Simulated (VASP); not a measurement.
Runs of VASP 6.6.1 on In2Se3. The cell holds a sheet with vacuum, 5 atoms: a = 4.046 Å, b = 4.046 Å, c = 22.750 Å, α = 90.00°, β = 90.00°, γ = 120.00°. The cell was built by a generator and needn't be a form met in nature.

```csv
task,level,spin,cell,k mesh,cutoff (eV),dipole correction,grid for exact exchange (PRECFOCK),exchange at q = 0,screening parameter,gap on the mesh (eV),largest force (eV/Å)
work function,PBE,"non-collinear, zero start, SOC","P3m1, 64.49 Å³/atom",12 × 12 × 1,520,yes,-,-,-,-,0.10
work function,PBE,off,"P3m1, 64.49 Å³/atom",12 × 12 × 1,520,yes,-,-,-,0.82,0.10
work function,PBE0,off,"P3m1, 64.49 Å³/atom",6 × 6 × 1,520,yes,Fast,default,-,2.16,(b)
work function,HSE06,off,"P3m1, 64.49 Å³/atom",6 × 6 × 1,520,yes,Fast,-,0.2 1/A,1.53,(a)
relaxation of cell and atoms,PBE+D3(BJ),off,relaxed,12 × 12 × 1,600,no,-,-,-,0.85,-
```

Alike in all rows: potentials or basis VASP PAW PBE potentials, release 64 (Se, In_d); smearing gaussian 0.03 eV.

Q: Fill in the values left out.

A: (a) 0.32; (b) 0.34.

Caveats: spin-orbit coupling is left out, which moves the levels of the heavy elements (some runs); the PAW data sets were made with another functional, which shifts forces and pressure a little (some runs).

A k mesh can miss the band edges, and rows without SOC leave out spin-orbit coupling on In, Se.
